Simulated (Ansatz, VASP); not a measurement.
## Y in two plane-wave programs

Wanted: the spread between two codes on one cell, functional and k mesh. Of the first pair: The structure shown is the end of the Ansatz relaxation below.

Program: Ansatz 0.2.0. Level of theory: plane waves, with VASP 6.6.1 beside it; single point at LDA and zone-centre phonons at LDA. Results are calculated unless marked as measured.

## (1) Set-up

Symmetry: P6_3/mmc, No. 194, hexagonal system. The conventional cell has a = 3.616 Å, b = 3.616 Å, c = 5.601 Å, α = 90.00°, β = 90.00°, γ = 120.00°. Y has 12 Y at 3.49 to 3.62 Å nearest.

## (2) Ansatz: relaxation, LDA

Ansatz runs on its PAW soft_1 files.

This run makes the geometry at which the two programs are then compared.

input.yaml reads:

```yaml
crystal:
  lattice:
    - [3.6147377758, 0.0, 0.0]
    - [-1.8073688879, 3.1304547418, 0.0]
    - [0.0, 0.0, 5.6044788901]
  atoms:
    - { symbol: "Y", position: [0.3333333333, 0.6666666667, 0.25] }
    - { symbol: "Y", position: [0.6666666667, 0.3333333333, 0.75] }
kpoints:
  mp_grid: { grid: [15, 15, 8] }
hamiltonian:
  xc: lda
  pseudopotentials: { kind: paw, azcp: { folder: soft_1 }, xc_functional: pbe }
scf:
  occupations: { method: methfessel_paxton, width: 0.2 }
output:
  forces: true
  stress: true
  eigenvalues: true
relax:
  adjacent_minimum: "off"
  f_tol: 0.001
  max_steps: 60
  cell: { stress_tol: 0.01, fix: [volume] }
```

Started as:

```bash
> ansatz run input.yaml --threads 4 --pin off --max-ram 10240MiB --backend cpu --events-out ev --progress --plain --runs-dir out
```

Numbers of over 12 decimals in the logs are rounded to 6 here.

The log of the run:

```text
Engine: ansatz 0.2.0, x86_64-unknown-linux-gnu
Pseudopotentials: kind: paw
Pseudopotential: Y, paw, valence charge 11, recommended cutoff 420 eV (normal), soft_1/Y.paw.azcp
Functional definition: SPW92
  exchange = slater_x
  correlation = pw_c
Crystal: 2 atoms, lattice volume = 63.419 Å³
Basis set: ecut = 420 eV, 1243 PW (Γ)
Bands: 15, of which v1, the nominal top of the filled ones, is band 11 counted from 1 (10 counted from 0)
Symmetry: 24 space group operations
Space group: P63/mmc (ITA 194), of the structure as read, at distance tolerance 4.0e-5 Å
k-points: 135 of 1800
Non-local potential: Y, projectors of the file, l = 0: 3, l = 1: 2, l = 2: 2, l = 3: 1
PAW form: soft (Blöchl's): semilocal exchange-correlation on the pseudo side does not see the compensation charge
PAW frozen core: Y, regenerated for the run's functional, and the local potential with it (the file was generated under x = pbe(κ = 0.804, μ = 0.219515), c = pbe(β = 0.066725))
PAW one-centre angular grid: Y, 590 points (default); XC on 64 Gauss nodes
Initial density: superposition of atomic densities (chi_scale 0.1, normalization cell)
Initial wavefunctions: pseudopotential atomic-orbital guess
Functional: x = slater, c = lda
SCF iter   1: F=—  HF=-7491.177295 eV  |F-HF|=—  |Δ(HF+E_count)|=         —  Δρ=1.20e-2  dr2=1.49e-1  ethr=3.10e-3  ⟨swp⟩=4.4  Hψ=8532  notcnv=0
preconditioner: auto → Kerker (q_TF=auto, 2.287 Å⁻¹)  [metal: Δε(μ)=0.021 eV  Ē_g=2.618 eV  σ=0.200 eV  W_gap=0.09  n_scr=10 (ndim 8)  ℏωp=11.4 eV  f_vac=0.000  D(μ)=3.82/eV (n_scr^D=34)]
SCF iter   2: F=—  HF=-7491.144608 eV  |F-HF|=—  |Δ(HF+E_count)|=   3.27e-2  S|Δr|=    0.00e0  Δρ=7.75e-3  dr2=6.06e-2  ethr=6.79e-4  ⟨swp⟩=1.0  Hψ=3105  notcnv=0
SCF iter   3: F=—  HF=-7491.123744 eV  |F-HF|=—  |Δ(HF+E_count)|=   2.09e-2  S|Δr|=    0.00e0  Δρ=9.94e-4  dr2=6.59e-4  ethr=2.75e-4  ⟨swp⟩=2.9  Hψ=3491  notcnv=0
SCF iter   4: F=—  HF=-7491.123737 eV  |F-HF|=—  |Δ(HF+E_count)|=   7.04e-6  S|Δr|=    0.00e0  Δρ=1.94e-4  dr2=2.09e-5  ethr=2.99e-6  ⟨swp⟩=1.9  Hψ=2355  notcnv=0
SCF iter   5: F=—  HF=-7491.123734 eV  |F-HF|=—  |Δ(HF+E_count)|=   3.26e-6  S|Δr|=    0.00e0  Δρ=3.80e-5  dr2=6.84e-7  ethr=9.49e-8  ⟨swp⟩=2.0  Hψ=3498  notcnv=0
SCF iter   6: F=-7491.123734 eV  HF=-7491.123734 eV  |F-HF|=3.31e-9  |Δ(HF+E_count)|=   1.56e-7  S|Δr|=    0.00e0  Δρ=6.91e-6  dr2=1.84e-8  ethr=4.55e-10  ⟨swp⟩=5.2  Hψ=8694  notcnv=0
SCF 1 converged in 6 iterations: F = -7491.123734 eV  dr2 = 1.84e-8
  greatest PAW one-centre occupation: 0.992 electrons in one spin orbital (limit 2), on the Y atom at site 1 (counted from 0), in its partial waves of l = 0
relax step   1: F+E_penalty+E_count = -7491.12373403 eV  Δ(F+E_penalty+E_count) = +0.000e0 eV  max|allowed force component| = 9.714e-17 eV/Å  Δτ_max = 0.0000 Å  P = -2.397 GPa  Ω = 63.419 Å³  fix = [volume]  reactions: volume -2.397 GPa  (6 SCF iters, dr2 threshold 1.00e-7 eV, accepted)
[...]
relax step   2: F+E_penalty+E_count = -7491.12373850 eV  Δ(F+E_penalty+E_count) = -4.475e-6 eV  max|allowed force component| = 4.395e-17 eV/Å  Δτ_max = 0.0000 Å  P = -2.396 GPa  Ω = 63.419 Å³  energy of the carried Pulay correction = -1.207e-9 eV  fix = [volume]  reactions: volume -2.396 GPa  (3 SCF iters, dr2 threshold 2.29e-9 eV, accepted)
[...]
relax step   3: F+E_penalty+E_count = -7491.12373908 eV  Δ(F+E_penalty+E_count) = -5.747e-7 eV  max|allowed force component| = 6.014e-17 eV/Å  Δτ_max = 0.0000 Å  P = -2.396 GPa  Ω = 63.419 Å³  energy of the carried Pulay correction = -1.822e-9 eV  fix = [volume]  reactions: volume -2.396 GPa  (3 SCF iters, dr2 threshold 2.61e-10 eV, accepted)
[...]
relax step   4: F+E_penalty+E_count = -7491.12373896 eV  Δ(F+E_penalty+E_count) = +1.118e-7 eV  max|allowed force component| = 6.708e-17 eV/Å  Δτ_max = 0.0000 Å  P = -2.396 GPa  Ω = 63.419 Å³  fix = [volume]  reactions: volume -2.396 GPa  stress off target by 2.05e-5 GPa on what of the cell is left free  SCF on the basis re-selected at this cell (its energy is not comparable with the rows above)  (4 SCF iters)
basis re-selected at this cell: Δ(F+E_penalty+E_count) = +1.118e-7 eV, ΔP = -0.000 GPa vs the last step (what re-selecting the basis moved, of the pressure what is left beyond the Pulay correction that the steps carried, after the strain that the cell walked since its last selection, with what the two solves' SCF thresholds leave and, on support functions, any second-order correction that the steps lacked; it is no m [...]
SCF converged after 4 iterations
Stability not checked: this state was not tested for a lower state beside it, because cold or Methfessel-Paxton smearing, or corrected tetrahedra, fill the levels in a way that the test cannot read (fill_not_monotonic; see scf.lower_state_search)
Free energy (F): -7491.123739 eV
Harris-Foulkes:  -7491.123739 eV  (|F-HF|=0.00e0)
Internal energy: -7491.121661 eV  (E = F + TS)
E sigma→0 (E₀):  -7491.123220 eV
Entropy (-TS):   -0.002078 eV (-1.039 meV/atom)
Fermi energy:    9.522931 eV
--- Per-component energies (eV) ---
  E_band       = -237.005222
  E_kinetic    = 631.853769
  E_local      = -1188.234403  (includes V_loc(G=0)·N_el)
  E_nonlocal   = 61.800190
  E_hartree    = 374.840309
  E_xc         = -353.230073
  E_vxc        = -409.000693  (∫ρ·V_xc dr)
  E_paw        = -5429.554752  (= ΣΔE_a)
  E_vpaw       = -83.104758  (= ΣTr[D̂ρ^β])
  E_aug_tail   = 0.000046  (compensation charges beyond the density's cutoff)
  E_ewald      = -1589.255918
  E_core_change = 0.659170  (= ΣΔE_core)
  E_smearing   = -0.002078  (= −TS)
  E_closure    = -0.000000  (closes the sum)
  Σ components = -7491.123739   (vs F -7491.123739, Δ=0.00e0)
--- Forces (eV/Å), atoms counted from 1 ---
  atom   1  Y      0.00000000    -0.00000000    -0.00000000
  atom   2  Y     -0.00000000     0.00000000     0.00000000
  max |Σ_I F_I| component: 4.63e-18 eV/Å
--- Stress (GPa, compression-positive) ---
       -2.396079       0.000000      -0.000000
        0.000000      -2.396079      -0.000000
       -0.000000      -0.000000      -2.396048
  P = ⅓ Tr σ = -2.3961 GPa (-23.961 kbar)
--- Band table (eV; the first three rows and the last of 135) ---
  k-point 0: bands = [... 7 lower, -12.6210, 4.8250, 7.6209, 10.6733, 11.2325, 11.2325, 11.6591, 11.8838]
  k-point 1: bands = [... 7 lower, -12.6494, 4.9338, 7.5638, 10.5455, 11.1611, 11.1611, 11.5536, 11.7844]
  k-point 2: bands = [... 7 lower, -12.6865, 5.2486, 7.3446, 10.3348, 11.0617, 11.0617, 11.2674, 11.5554]
  k-point 134: bands = [... 7 lower, -12.7372, 9.0972, 9.0972, 9.1411, 9.1411, 9.9983, 9.9983, 12.3132]
--- Relaxed structure (3 steps of the walk, 3 accepted, 1 SCFs on fresh bases) ---
  F+E_penalty+E_count = -7491.12373896 eV   max|allowed force component| = 6.708e-17 eV/Å   (the final SCF, on the basis selected at the relaxed cell)
  cell:  # Å, volume = 63.4190 Å³
    - [3.615756, 0, 0]
    - [-1.807878, 3.131336, 0]
    - [0, 0, 5.601324]
  atoms:
    - { symbol: Y, position: [0.333333, 0.666667, 0.250000] }
    - { symbol: Y, position: [0.666667, 0.333333, 0.750000] }
```

Reading the cycles: dr2 is the Hartree energy of the density residual (eV), the measure of convergence; HF is the Harris–Foulkes estimate of the energy, which meets the free energy F at convergence.

## (3) VASP: single point, LDA

The same cell, functional (in two slightly different forms), mesh and smearing now go to VASP, with its own data sets.

Lines of VASP's logs that name or quote its potential files are left out, and so is its time.

INCAR reads:

```
SYSTEM = Y
PREC = Accurate
ENCUT = 500
EDIFF = 1E-06
NELM = 120
ISMEAR = 1
SIGMA = 0.2
LREAL = .FALSE.
ALGO = Normal
GGA = CA
NBANDS = 17
LASPH = .TRUE.
LORBIT = 11
LWAVE = .FALSE.
LCHARG = .FALSE.
ISIF = 2
GGA_COMPAT = .FALSE.
KPAR = 2
```

POSCAR reads:

```
Y
1.0
    3.6157556041      0.0000000000      0.0000000000
   -1.8078778020      3.1313362070      0.0000000000
    0.0000000000      0.0000000000      5.6013240339
Y
2
Direct
    0.3333333333      0.6666666667      0.2500000000
    0.6666666667      0.3333333333      0.7500000000
```

KPOINTS reads:

```
Automatic mesh
0
Gamma
15 15 8
0 0 0
```

PAW data sets: Y_sv (LDA family, release 64).

Started as:

```bash
> mpirun -np 2 vasp_std
```

The log of the run:

```text
[banner, memory and clock lines left out]
running    2 mpi-ranks, on    1 nodes
 distrk:  each k-point on    1 cores,    2 groups
 distr:  one band on    1 cores,    1 groups

 POSCAR found type information on POSCAR Y
 POSCAR found :  1 types and       2 ions
 LDA part: xc-table for (Slater(with rela. corr.)+CA(PZ))
 , standard interpolation
 POSCAR, INCAR and KPOINTS ok, starting setup
 FFT: planning ... GRIDC
 FFT: planning ... GRID_SOFT
 FFT: planning ... GRID
 WAVECAR not read
 entering main loop
       N       E                     dE             d eps       ncg     rms          rms(c)
DAV:   1     0.850540074372E+02    0.85054E+02   -0.11270E+04  4598   0.120E+03
DAV:   2    -0.719397510811E+01   -0.92248E+02   -0.90971E+02  5815   0.262E+02
DAV:   3    -0.141088782488E+02   -0.69149E+01   -0.68675E+01  8244   0.434E+01
DAV:   4    -0.142809496352E+02   -0.17207E+00   -0.17167E+00  5558   0.707E+00
DAV:   5    -0.142854637369E+02   -0.45141E-02   -0.45129E-02  6713   0.837E-01    0.338E+01
DAV:   6    -0.139398294344E+02    0.34563E+00   -0.41840E-01  4913   0.403E+00    0.209E+01
DAV:   7    -0.138759163179E+02    0.63913E-01   -0.80216E-01  6327   0.497E+00    0.165E+00
DAV:   8    -0.138630095000E+02    0.12907E-01   -0.12867E-01  5712   0.221E+00    0.491E-01
DAV:   9    -0.138629410356E+02    0.68464E-04   -0.45002E-03  6690   0.448E-01    0.158E-01
DAV:  10    -0.138629304733E+02    0.10562E-04   -0.54758E-04  5953   0.201E-01    0.726E-02
DAV:  11    -0.138629325776E+02   -0.21043E-05   -0.30907E-05  6905   0.391E-02    0.624E-02
DAV:  12    -0.138629308608E+02    0.17168E-05   -0.76613E-06  5356   0.215E-02    0.179E-02
DAV:  13    -0.138629305816E+02    0.27921E-06   -0.72921E-07  3748   0.797E-03
   1 F= -.13862931E+02 E0= -.13862248E+02  d E =-.204633E-02
```

OUTCAR, selected parts (step 3):

```text
ion  position               nearest neighbor table
   1  0.333  0.667  0.250-   2 3.49   2 3.49   2 3.49   2 3.49   2 3.49   2 3.49
   2  0.667  0.333  0.750-   1 3.49   1 3.49   1 3.49   1 3.49   1 3.49   1 3.49

  LATTYP: Found a hexagonal cell.
 ALAT       =     3.6157556041
 C/A-ratio  =     1.5491434287

 Subroutine GETGRP returns: Found 24 space group operations
 (whereof 12 operations were pure point group operations)

The static configuration has the point symmetry D_3d.
 The point group associated with its full space group is D_6h.

 Found    135 irreducible k-points:

   k-points           NKPTS =    135   k-points in BZ     NKDIM =    135   number of bands    NBANDS=     17

   dimension x,y,z NGX =    28 NGY =   28 NGZ =   42
   dimension x,y,z NGXF=    56 NGYF=   56 NGZF=   84

   ENCUT  =  500.0 eV  36.75 Ry    6.06 a.u.   6.59  6.59 10.21*2*pi/ulx,y,z

   NELECT =      22.0000    total number of electrons

 k-points in reciprocal lattice and weights: Automatic mesh
   0.00000000  0.00000000  0.00000000       0.001
   0.06666667  0.00000000  0.00000000       0.003
   0.13333333  0.00000000  0.00000000       0.003
   0.20000000 -0.00000000  0.00000000       0.003
   0.26666667  0.00000000  0.00000000       0.003
   0.33333333  0.00000000  0.00000000       0.003
   0.40000000  0.00000000  0.00000000       0.003
   0.46666667 -0.00000000  0.00000000       0.003
   0.06666667  0.06666667  0.00000000       0.003
[...]
0.33333333  0.26666667  0.50000000       0.007
   0.33333333  0.33333333  0.50000000       0.001

 average (electrostatic) potential at core
       1 -37.4478       2 -37.4478

 E-fermi :   2.9961

 k-point     1 :       0.0000    0.0000    0.0000
  band No.  band energies     occupation
    ...
      6     -19.1833      2.00000
      7     -19.1833      2.00000
      8     -19.1334      2.00000
      9      -1.7287      2.00000
     10       1.0842      2.00000
     11       4.1631     -0.00000
     12       4.6988     -0.00000
     13       4.6988     -0.00000
     14       5.1246     -0.00000
     15       5.3492     -0.00000
    ...

 k-point     2 :       0.0667    0.0000    0.0000
  band No.  band energies     occupation
    ...
      6     -19.2022      2.00000
      7     -19.1853      2.00000
      8     -19.1380      2.00000
      9      -1.6303      2.00000
     10       1.1760      2.00000
     11       4.0409     -0.00000
     12       4.4465     -0.00000
     13       4.7899     -0.00000
     14       5.2367     -0.00000
     15       5.3207     -0.00000
    ...

 k-point     3 :       0.1333    0.0000    0.0000
  band No.  band energies     occupation
    ...
      6     -19.2549      2.00000
      7     -19.1916      2.00000
      8     -19.1516      2.00000
      9      -1.3440      2.00000
     10       1.4322      2.00000
     11       3.7201     -0.00000
     12       4.0133     -0.00000
     13       4.9734     -0.00000
     14       5.0599     -0.00000
     15       5.3368     -0.00000
    ...

  Total       -0.9965065     -0.9965065     -0.9915919     -0.0000000      0.0000000      0.0000000
  in kB      -25.1751027    -25.1751027    -25.0509439     -0.0000000      0.0000000      0.0000000
  external PRESSURE =     -25.1337165 kB  Pullay stress =       0.0000000 kB

  energy-cutoff  :      500.00
  volume of cell :       63.42
      direct lattice vectors                 reciprocal lattice vectors
     3.615755604  0.000000000  0.000000000     0.276567365  0.159676243  0.000000000
    -1.807877802  3.131336207  0.000000000     0.000000000  0.319352485  0.000000000
     0.000000000  0.000000000  5.601324034     0.000000000  0.000000000  0.178529218

 POSITION                                       TOTAL-FORCE (eV/Angst)
 -----------------------------------------------------------------------------------
     -0.00000      2.08756      1.40033        -0.000000      0.000000      0.000000
      1.80788      1.04378      4.20099         0.000000      0.000000      0.000000
 -----------------------------------------------------------------------------------
    total drift:                               -0.000000      0.000000     -0.000000

  FREE ENERGIE OF THE ION-ELECTRON SYSTEM (eV)
  ---------------------------------------------------
  free  energy   TOTEN  =       -13.8629305816 eV

  energy  without entropy=      -13.8608842468  energy(sigma->0) =      -13.86224847

 total charge
# of ion       s       p       d       f       tot
--------------------------------------------------
    1        2.294   6.234   0.970   0.007   9.505
    2        2.294   6.234   0.970   0.007   9.505
--------------------------------------------------
tot          4.588  12.468   1.939   0.015  19.009

[... 3 further parts left out ...]
```

The run ends at a pressure of -2.51 GPa.

## (4) Differences

Known differences besides the potentials themselves: the two LDA forms differ slightly; the cutoff is 420 eV in Ansatz and 500 eV in VASP; VASP's log shows a relativistic correction to its local exchange, Ansatz's none; Ansatz's pressure holds a Pulay correction, VASP's none. Total energies have different zeros and are not compared.

Compared:

```tsv
quantity	Ansatz	VASP	difference
pressure (GPa)	-2.40	-2.51	+0.12
```

## (5) Ansatz: zone-centre phonons, LDA, pair 2

Second derivatives magnify differences that forces hide, and they need a tight electronic threshold. The cell compared in this pair holds 53.85 Å³, against 63.42 Å³ for the pair before.

The cell is taken from a series of runs on this material, whose earlier steps may have relaxed, scaled, displaced or heated it; both programs get it as it stands.

input.yaml, the sections that differ from step 2:

```yaml
crystal:
  lattice:
    - [3.4077629671, 0.0, 0.0]
    - [-1.7038814835, 2.9512092995, 0.0]
    - [0.0, 0.0, 5.3541029692]
  atoms:
    - { symbol: "Y", position: [0.3333333333, 0.6666666667, 0.25] }
    - { symbol: "Y", position: [0.6666666667, 0.3333333333, 0.75] }
output:
  eigenvalues: true
phonons:
  method: dfpt
# kpoints, hamiltonian, scf: as in step 2
# relax: removed
```

Started as:

```bash
> ansatz run input.yaml --threads 4 --pin off --max-ram 10240MiB --backend cpu --events-out ev --progress --plain --runs-dir out
```

The log of the run:

```text
zone centre: on kpoints.mp_grid the ground state, and the responses unless they are solved on pairs of k-points, stand on 320 of the mesh's 1800 k-points, reduced under 4 symmetry operations, with k and −k counted as one. Each operation leaves every solved displacement unchanged or reverses it
[...]
Crystal: 2 atoms, lattice volume = 53.846 Å³
[...]
k mesh reduced under 4 symmetry operations, with k and −k counted as one. Each operation leaves every solved displacement unchanged or reverses it
  ASR residual: 7.034e-5 → 0.000e0 eV/Å²; symmetrization residual: 1.802e-10 eV/Å²
  ASR residual per site (eV/Å²): 7.03e-5 7.03e-5
  Γ frequencies (cm⁻¹): 0.00 0.00 0.00 84.17 84.17 162.72
  non-analytic LO–TO correction: not included (Born effective charges unavailable; polar crystals: no LO–TO splitting at Γ)
[key lines of the parts left out:]
SCF converged after 8 iterations
Free energy (F): -7491.056364 eV
Fermi energy:    11.588786 eV
```

(Part 1 of 2 ends here.)

[Lines on the potential files, build, host, timing and source positions are cut from VASP's logs without a mark.]

[Logs are printed without paths, hosts, clocks, repeated set-up lines and the standing remarks that a program may print on its own settings, such as how far it seeks lower states.]

[Hosts, paths, dates, database ids (printed as entryN), source tags and the programs' standing remarks are cut or masked in the printed files.]
